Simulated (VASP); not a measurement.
# How biaxial strain in the (001) plane changes Pd

How do stress and energy of Pd follow biaxial strain in the (001) plane?

Main program and level: VASP 6.6.1; r2SCAN; plane waves and PAW (Pd), in the first sound run; inputs show where later runs differ.

## 1. The starting structure

Symmetry: Fm-3m, No. 225, cubic system. Conventional cell: a = 3.890 Å, b = 3.890 Å, c = 3.890 Å, α = 90.00°, β = 90.00°, γ = 90.00°. Pd has 12 Pd at 2.75 Å nearest.

As a file:

```xyz
1
Lattice="0.0000 1.9450 1.9450 1.9450 0.0000 1.9450 1.9450 1.9450 0.0000" Properties=species:S:1:pos:R:3 pbc="T T T"
Pd    0.0000    0.0000    0.0000
```

## 2. Relax the crystal, r2SCAN

The series starts from the cell that this level prefers, so that zero strain is near zero stress.

This step took 2 runs in a row; the last is shown.

Level: r2SCAN; plane waves and PAW (Pd).

File INCAR:

```
SYSTEM = Pd
PREC = Accurate
ENCUT = 450
EDIFF = 1E-07
NELM = 120
ISMEAR = 1
SIGMA = 0.15
LREAL = .FALSE.
ALGO = Normal
METAGGA = R2SCAN
LASPH = .TRUE.
NBANDS = 11
LORBIT = 11
LWAVE = .FALSE.
LCHARG = .FALSE.
KPAR = 8
IBRION = 2
NSW = 40
ISIF = 3
EDIFFG = -0.005
POTIM = 0.4
```

File POSCAR:

```
Pd
1.0
    0.0000000000      1.9559667799      1.9559667799
    1.9559667799      0.0000000000      1.9559667799
    1.9559667799      1.9559667799      0.0000000000
Pd
1
Direct
    0.0000000000      0.0000000000      0.0000000000
```

File KPOINTS:

```
Automatic mesh
0
Gamma
26 26 26
0 0 0
```

Potentials, in the order of the species: Pd (PBE family, release 64).

On the command line:

```
$ mpirun -np 8 vasp_std
```

Output:

```text
[banner, memory and clock lines left out]
running    8 mpi-ranks, on    1 nodes
[...]
|                                                                             |
|           W    W    AA    RRRRR   N    N  II  N    N   GGGG   !!!           |
|           W    W   A  A   R    R  NN   N  II  NN   N  G    G  !!!           |
|           W    W  A    A  R    R  N N  N  II  N N  N  G       !!!           |
|           W WW W  AAAAAA  RRRRR   N  N N  II  N  N N  G  GGG   !            |
|           WW  WW  A    A  R   R   N   NN  II  N   NN  G    G                |
|           W    W  A    A  R    R  N    N  II  N    N   GGGG   !!!           |
|                                                                             |
|     For optimal performance we recommend to set                             |
|       NCORE = 2 up to number-of-cores-per-socket                            |
|     NCORE specifies how many cores store one orbital (NPAR=cpu/NCORE).      |
|     This setting can greatly improve the performance of VASP for DFT.       |
[...]
|     You enforced a specific xc type in the INCAR file but a different       |
|     [... a line on the potential file left out ...]
|     I HOPE YOU KNOW WHAT YOU ARE DOING!                                     |
|                                                                             |

 LDA part: xc-table for (None), standard interpolation
 POSCAR, INCAR and KPOINTS ok, starting setup
[...]
entering main loop
       N       E                     dE             d eps       ncg     rms          rms(c)
DAV:   1     0.190332601686E+02    0.19033E+02   -0.47873E+03 11394   0.776E+02
DAV:   2    -0.255725320200E+02   -0.44606E+02   -0.43051E+02 12481   0.175E+02
DAV:   3    -0.260653287576E+02   -0.49280E+00   -0.49019E+00 13806   0.201E+01
DAV:   4    -0.260671845778E+02   -0.18558E-02   -0.18555E-02 13683   0.126E+00
[...]
DAV:  12    -0.229460575630E+02    0.10068E-05   -0.10620E-06 13677   0.108E-02    0.169E-03
DAV:  13    -0.229460572815E+02    0.28144E-06   -0.25329E-08  7821   0.134E-03    0.961E-04
DAV:  14    -0.229460572789E+02    0.26293E-08   -0.84932E-08  6014   0.246E-03
   1 F= -.22946057E+02 E0= -.22945357E+02  d E =-.229461E+02
[...]
reached required accuracy - stopping structural energy minimisation
```

Elapsed: 19 s, on 8 MPI ranks of Intel Xeon 6975P-C (Granite Rapids), shared host; peak memory 1.4 GiB; 2.4 min of CPU time.

Lines that name or quote the potential files are left out of all logs, and their timing lines are given in words.

Parts of OUTCAR (step 2):

```text
  Total        0.0026481      0.0026481      0.0026481      0.0000000      0.0000000      0.0000000
  in kB        0.2834815      0.2834815      0.2834815      0.0000000      0.0000000      0.0000000
  external PRESSURE =       0.2834815 kB  Pullay stress =       0.0000000 kB

 POSITION                                       TOTAL-FORCE (eV/Angst)
 -----------------------------------------------------------------------------------
      0.00000      0.00000      0.00000         0.000000      0.000000      0.000000
 -----------------------------------------------------------------------------------
    total drift:                                0.000000     -0.000000     -0.000000

  FREE ENERGIE OF THE ION-ELECTRON SYSTEM (eV)
  ---------------------------------------------------
  free  energy   TOTEN  =       -22.9460572789 eV

  energy  without entropy=      -22.9439552562  energy(sigma->0) =      -22.94535660

 reached required accuracy - stopping structural energy minimisation

[... 3 further parts left out ...]
[key lines of the parts left out:]
E-fermi :   9.3528
```

Read from the output:

```
energy(sigma→0) of the program : -22.9454 eV
stress, compression positive   : xx, yy, zz 0.03, 0.03, 0.03 GPa
volume                         : 14.966 Å³
ionic steps                    : 1
```

## 3. Strain along the normal, r2SCAN

One member in full: the plane is strained by -1 %, and the strain along the normal is moved by secant steps until the normal stress is under 0.012 GPa or five steps are spent; the atoms relax at each step.

This step took 3 runs, each at a new trial strain with the atoms of the one before; the last is shown.

Level: r2SCAN; plane waves and PAW (Pd).

INCAR: that of step 2 with these lines changed.

```diff
@@ -15,7 +15,7 @@
 LCHARG = .FALSE.
-KPAR = 8
-IBRION = 2
-NSW = 40
-ISIF = 3
-EDIFFG = -0.005
-POTIM = 0.4
+KPAR = 2
+IBRION = 1
+NSW = 25
+ISIF = 2
+EDIFFG = -0.004
+POTIM = 0.3
```

File POSCAR:

```
Pd
1.0
    0.0000000000      1.9364071120      1.9872002250
    1.9364071120      0.0000000000      1.9872002250
    1.9364071120      1.9364071120      0.0000000000
Pd
1
Direct
    0.0000000000      0.0000000000      0.0000000000
```

KPOINTS is that of step 2.

On the command line:

```
$ mpirun -np 2 vasp_std
```

Output:

```text
[banner, memory and clock lines left out]
running    2 mpi-ranks, on    1 nodes
[...]
[... a notice as in an earlier step ...]

 LDA part: xc-table for (None), standard interpolation
 POSCAR, INCAR and KPOINTS ok, starting setup
[...]
entering main loop
       N       E                     dE             d eps       ncg     rms          rms(c)
DAV:   1     0.189284374877E+02    0.18928E+02   -0.48009E+03 29604   0.777E+02
DAV:   2    -0.255685038349E+02   -0.44497E+02   -0.43097E+02 32544   0.175E+02
DAV:   3    -0.260584958227E+02   -0.48999E+00   -0.48742E+00 35736   0.200E+01
DAV:   4    -0.260603530762E+02   -0.18573E-02   -0.18570E-02 35654   0.126E+00
[...]
DAV:  12    -0.229448496736E+02    0.10825E-05   -0.10194E-06 35440   0.105E-02    0.164E-03
DAV:  13    -0.229448493683E+02    0.30532E-06   -0.27791E-08 20224   0.139E-03    0.840E-04
DAV:  14    -0.229448493839E+02   -0.15604E-07   -0.49085E-08 15674   0.188E-03
   1 F= -.22944849E+02 E0= -.22944153E+02  d E =-.229448E+02
 BRION: g(F)=  0.000E+00 g(S)=  0.000E+00
 reached required accuracy - stopping structural energy minimisation
```

Run time: 2.4 min. Hardware: 2 MPI ranks; peak memory 0.55 GiB.

Parts of OUTCAR (step 3):

```text
  Total        0.1233168      0.1233168      0.0001394      0.0000000      0.0000000      0.0000000
  in kB       13.2576861     13.2576861      0.0149837      0.0000000      0.0000000      0.0000000
  external PRESSURE =       8.8434520 kB  Pullay stress =       0.0000000 kB

 POSITION                                       TOTAL-FORCE (eV/Angst)
 -----------------------------------------------------------------------------------
      0.00000      0.00000      0.00000         0.000000      0.000000      0.000000
 -----------------------------------------------------------------------------------
    total drift:                                0.000000      0.000000      0.000000

  FREE ENERGIE OF THE ION-ELECTRON SYSTEM (eV)
  ---------------------------------------------------
  free  energy   TOTEN  =       -22.9448493839 eV

  energy  without entropy=      -22.9427614405  energy(sigma->0) =      -22.94415340

[... 1 part as in an earlier step ...]

[... 3 further parts left out ...]
[key lines of the parts left out:]
E-fermi :   9.4237
```

Numbers from this step:

| Property | Result |
| --- | --- |
| energy(sigma→0) of the program | -22.9442 eV |
| stress, compression positive | xx, yy, zz 1.33, 1.33, 0.00 GPa |
| ionic steps | 1 |

## 4. The whole series

The other members went through these steps as far as the tables show, with the same cutoff and, step by step, the same mesh; 26 runs are not shown. The session took 2.2 core hours (wall time by ranks) on a shared machine.

| in-plane strain (%) | strain along the normal (%) | in-plane stress, tension positive (GPa) | energy above the unstrained row, extrapolated to no smearing (meV/atom) |
| --- | --- | --- | --- |
| -2.000 | 3.206 | -2.902 | 5.171 |
| -1.500 | 2.394 | -2.091 | 2.801 |
| -1.000 | 1.597 | -1.326 | 1.203 |
| -0.500 | 0.805 | -0.628 | 0.288 |
| 0 | 0.011 | -0.009 | 0.000 |
| 0.500 | -0.788 | 0.514 | 0.252 |
| 1.000 | -1.605 | ? | ? |
| 1.500 | -2.439 | 1.225 | 1.939 |
| 2.000 | -3.295 | 1.413 | 3.178 |

## 5. Stress from the known rows

Fitting a parabola to the 8 known rows (e: strain in %) gives stress = − 0.1824 e² + 1.093 e − 0.01960 in GPa; the residuals are 0.024 GPa r.m.s.

At e = 1 this predicts 0.891 GPa.

## 6. Checking the prediction

The calculation gives 0.922 GPa, so the prediction is 0.031 GPa too low, within twice the residual of the fit.

Slopes at zero strain, from cubics through all rows: strain ratio -1.592, stress over strain 114 GPa.

## 7. Outcome

| Item | Value |
| --- | --- |
| error of the predicted stress | -0.031 GPa |
| ratio of normal to in-plane strain | -1.592 |
| biaxial modulus | 114 GPa |

**Reading.** As a check, the curvature of the energy gives 114 GPa for the same modulus (energy per volume = M × strain²), 0 % from the slope of the stress. These are static values: temperature and zero-point motion are left out. In a metal the slopes also depend on mesh and smearing, which were held through the series.

[Lines on the potential files, build, host, timing and source positions are cut from VASP's logs without a mark.]

[Logs are printed without paths, hosts, clocks, repeated set-up lines and the standing remarks that a program may print on its own settings, such as how far it seeks lower states.]

[Hosts, paths, dates, database ids (printed as entryN), source tags and the programs' standing remarks are cut or masked in the printed files.]

[In band tables of VASP the shares of atoms and orbitals are scaled to a sum of 1 inside the atoms' spheres.]
